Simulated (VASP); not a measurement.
# Mg3TiO4 (a cell with a defect) in VASP: notebook, part 2 of 2

VASP 6.6.1. The steps go on from the part before.

## 3. Single point, r2SCAN, collinear spin, zero start

Input file POSCAR:

```
Mg3TiO4
1.0
    4.4424000000      0.0000000000      0.0000000000
    0.0000000000      4.4424000000      0.0000000000
    0.0000000000      0.0000000000      4.4424000000
Ti O Mg
1 4 3
Direct
    0.0000000000      0.0000000000      0.0000000000
    0.5000000000      0.0000000000      0.0000000000
    0.5000000000      0.5000000000      0.5000000000
    0.0000000000      0.0000000000      0.5000000000
    0.0000000000      0.5000000000      0.0000000000
    0.0000000000      0.5000000000      0.5000000000
    0.5000000000      0.0000000000      0.5000000000
    0.5000000000      0.5000000000      0.0000000000
```

Input file INCAR.step1:

```
SYSTEM = Mg3TiO4
ALGO     = Normal         ! electronic algorithm
EDIFF    = 1E-4           ! SCF threshold, eV
ENCUT    = 520            ! plane-wave cutoff, eV
GGA      = PE             ! functional
ISMEAR   = 0              ! smearing method
ISPIN    = 2              ! spin polarisation
LASPH    = .TRUE.         ! aspherical terms in the spheres
LCHARG   = .FALSE.        ! write CHGCAR
LMAXMIX  = 4              ! l up to which the mixer works
LREAL    = .FALSE.        ! projectors in reciprocal space
LWAVE    = .TRUE.         ! write WAVECAR
MAGMOM   = 0 0 0 0 0 0 0 0 ! initial moments
NBANDS   = 35             ! bands
NELM     = 150            ! most SCF steps
NUPDOWN  = 0.0            ! fixed moment
PREC     = Accurate       ! precision mode
SIGMA    = 0.02           ! smearing width, eV
```

Input file INCAR.step2:

```
SYSTEM = Mg3TiO4
ALGO     = Normal         ! electronic algorithm
EDIFF    = 1E-6           ! SCF threshold, eV
ENCUT    = 520            ! plane-wave cutoff, eV
ISIF     = 2              ! what is computed and relaxed
ISMEAR   = 0              ! smearing method
ISPIN    = 2              ! spin polarisation
ISTART   = 1            
LASPH    = .TRUE.         ! aspherical terms in the spheres
LCHARG   = .FALSE.        ! write CHGCAR
LMAXMIX  = 4              ! l up to which the mixer works
LMIXTAU  = .TRUE.       
LORBIT   = 11             ! projections on sites
LREAL    = .FALSE.        ! projectors in reciprocal space
LWAVE    = .FALSE.        ! write WAVECAR
MAGMOM   = 0 0 0 0 0 0 0 0 ! initial moments
METAGGA  = R2SCAN         ! meta-GGA
NBANDS   = 35             ! bands
NELM     = 150            ! most SCF steps
NUPDOWN  = 0.0            ! fixed moment
PREC     = Accurate       ! precision mode
SIGMA    = 0.02           ! smearing width, eV
```

Input file KPOINTS:

```
k-points
0
G
  3 3 3
  0 0 0
```

Potentials or basis: VASP PAW PBE potentials, release 64 (Ti_sv, O, Mg).

Command:

```bash
$ cat potpaw_PBE.64/Ti_sv/POTCAR potpaw_PBE.64/O/POTCAR potpaw_PBE.64/Mg/POTCAR > POTCAR
$ cp INCAR.step1 INCAR
$ mpirun -np 1 vasp_std > vasp.out
$ cp INCAR.step2 INCAR
$ mpirun -np 1 vasp_std > vasp.out
```

OUTCAR:

```text
SYSTEM = Mg3TiO4
   EDIFF = 1E-6
   ENCUT = 520
   ISIF = 2
   ISMEAR = 0
   ISPIN = 2
   ISTART = 1
   LASPH = .TRUE.
   LORBIT = 11
   LREAL = .FALSE.
   METAGGA = R2SCAN
   NELM = 150
   NUPDOWN = 0.0
   PREC = Accurate

 ion  position               nearest neighbor table
   1  0.000  0.000  0.000-   2 2.22   4 2.22   5 2.22   4 2.22   5 2.22   2 2.22   6 3.14   6 3.14
                             7 3.14   7 3.14   6 3.14   8 3.14   6 3.14   8 3.14   7 3.14   8 3.14
   2  0.500  0.000  0.000-   1 2.22   7 2.22   8 2.22   7 2.22   8 2.22   1 2.22
   3  0.500  0.500  0.500-   6 2.22   7 2.22   8 2.22   8 2.22   7 2.22   6 2.22
   4  0.000  0.000  0.500-   1 2.22   6 2.22   7 2.22   1 2.22   6 2.22   7 2.22
   5  0.000  0.500  0.000-   1 2.22   6 2.22   8 2.22   6 2.22   1 2.22   8 2.22
   6  0.000  0.500  0.500-   3 2.22   4 2.22   5 2.22   5 2.22   4 2.22   3 2.22   1 3.14   1 3.14
                             8 3.14   1 3.14   7 3.14   7 3.14   1 3.14   8 3.14   7 3.14   8 3.14
   7  0.500  0.000  0.500-   2 2.22   3 2.22   4 2.22   2 2.22   3 2.22   4 2.22   1 3.14   1 3.14
                             8 3.14   6 3.14   6 3.14   8 3.14   8 3.14   1 3.14   8 3.14   6 3.14
   8  0.500  0.500  0.000-   2 2.22   3 2.22   5 2.22   3 2.22   2 2.22   5 2.22   1 3.14   6 3.14
                             7 3.14   1 3.14   6 3.14   7 3.14   7 3.14   1 3.14   7 3.14   6 3.14

  LATTYP: Found a simple cubic cell.
 ALAT       =     4.4424000000

  Lattice vectors:

 A1 = (   4.4424000000,   0.0000000000,   0.0000000000)
 A2 = (   0.0000000000,   4.4424000000,   0.0000000000)
 A3 = (   0.0000000000,   0.0000000000,   4.4424000000)

Analysis of symmetry for initial positions (statically):
=====================================================================
 Subroutine PRICEL returns:
 Original cell was already a primitive cell.

 Routine SETGRP: Setting up the symmetry group for a
 simple cubic supercell.

 Subroutine GETGRP returns: Found 48 space group operations
 (whereof 48 operations were pure point group operations)
[... 326 lines left out ...]

 spin component 2

 k-point     1 :       0.0000    0.0000    0.0000
  band No.  band energies     occupation
      1     -52.3786      1.00000
      2     -27.6830      1.00000
      3     -27.6830      1.00000
      4     -27.6830      1.00000
      5     -14.9484      1.00000
      6     -14.0948      1.00000
[... 133 lines left out ...]
     32      14.7368      0.00000
     33      15.5491      0.00000
 [bands above 33 left out]

------------------------ aborting loop because EDIFF is reached ----------------------------------------

  FORCE on cell =-STRESS in cart. coord.  units (eV):
  Direction    XX          YY          ZZ          XY          YZ          ZX
  --------------------------------------------------------------------------------------
  -------------------------------------------------------------------------------------
  Total       -9.7650856     -9.7650856     -9.7650856      0.0000000      0.0000000      0.0000000
  in kB     -178.4570286   -178.4570286   -178.4570286      0.0000000      0.0000000      0.0000000
  external PRESSURE =    -178.4570286 kB  Pullay stress =       0.0000000 kB

 VOLUME and BASIS-vectors are now :
 -----------------------------------------------------------------------------
  energy-cutoff  :      520.00
  volume of cell :       87.67
      direct lattice vectors                 reciprocal lattice vectors
     4.442400000  0.000000000  0.000000000     0.225103548  0.000000000  0.000000000
     0.000000000  4.442400000  0.000000000     0.000000000  0.225103548  0.000000000
     0.000000000  0.000000000  4.442400000     0.000000000  0.000000000  0.225103548

 POSITION                                       TOTAL-FORCE (eV/Angst)
 -----------------------------------------------------------------------------------
      0.00000      0.00000      0.00000         0.000000      0.000000      0.000000
      2.22120      0.00000      0.00000         0.000000      0.000000      0.000000
      2.22120      2.22120      2.22120         0.000000      0.000000      0.000000
      0.00000      0.00000      2.22120         0.000000      0.000000      0.000000
      0.00000      2.22120      0.00000         0.000000      0.000000      0.000000
      0.00000      2.22120      2.22120         0.000000      0.000000      0.000000
      2.22120      0.00000      2.22120         0.000000      0.000000      0.000000
      2.22120      2.22120      0.00000         0.000000      0.000000      0.000000
 -----------------------------------------------------------------------------------
    total drift:                                0.000000      0.000000     -0.000000

  FREE ENERGIE OF THE ION-ELECTRON SYSTEM (eV)
  ---------------------------------------------------
  free  energy   TOTEN  =       -70.1824518691 eV

  energy  without entropy=      -70.1745464711  energy(sigma->0) =      -70.17849917

 total charge

# of ion       s       p       d       tot
------------------------------------------
    1        2.118   6.093   1.984  10.195
    2        1.548   3.492   0.000   5.040
    3        1.547   3.493   0.000   5.040
    4        1.548   3.492   0.000   5.040
    5        1.548   3.492   0.000   5.040
    6        0.121   0.129   0.052   0.302
    7        0.121   0.129   0.052   0.302
    8        0.121   0.129   0.052   0.302
--------------------------------------------------
tot          8.673  20.450   2.140  31.262

 magnetization (x)

# of ion       s       p       d       tot
------------------------------------------
    1       -0.000   0.000   0.000  -0.000
    2       -0.000  -0.000   0.000  -0.000
    3       -0.000  -0.000   0.000  -0.000
    4       -0.000  -0.000   0.000  -0.000
    5       -0.000  -0.000   0.000  -0.000
    6       -0.000  -0.000   0.000  -0.000
    7       -0.000  -0.000   0.000  -0.000
    8       -0.000  -0.000   0.000  -0.000
--------------------------------------------------
tot         -0.000  -0.000   0.000  -0.000
```

OUTCAR.step1:

```text
SYSTEM = Mg3TiO4
   EDIFF = 1E-4
   ENCUT = 520
   GGA = PE
   ISMEAR = 0
   ISPIN = 2
   LASPH = .TRUE.
   LREAL = .FALSE.
[... 537 lines left out ...]
      0.00000      2.22120      2.22120         0.000000      0.000000      0.000000
      2.22120      0.00000      2.22120         0.000000      0.000000      0.000000
      2.22120      2.22120      0.00000         0.000000      0.000000      0.000000
 -----------------------------------------------------------------------------------
    total drift:                                0.000000      0.000000     -0.000000

  FREE ENERGIE OF THE ION-ELECTRON SYSTEM (eV)
  ---------------------------------------------------
  free  energy   TOTEN  =       -51.3186617691 eV

  energy  without entropy=      -51.3110217896  energy(sigma->0) =      -51.31484178
```

Wall time 85 s (1 thread of Intel Xeon 6975P-C (Granite Rapids), shared host); peak memory 0.27 GiB.

Results:

```yaml
Free_energy: -70.1825 eV
Pressure: -17.8 GPa
Net_moment: 0.00 μB per cell
Valence_electrons_inside_the_program's_atomic_spheres: Ti 10.20; O 5.04; Mg 0.30
```

Caveat: the k mesh is coarse (spacing up to 0.47 Å⁻¹), so the values aren't converged; the PAW data sets were made with another functional, which shifts forces and pressure a little; the total moment is fixed, so each spin has its own Fermi level.
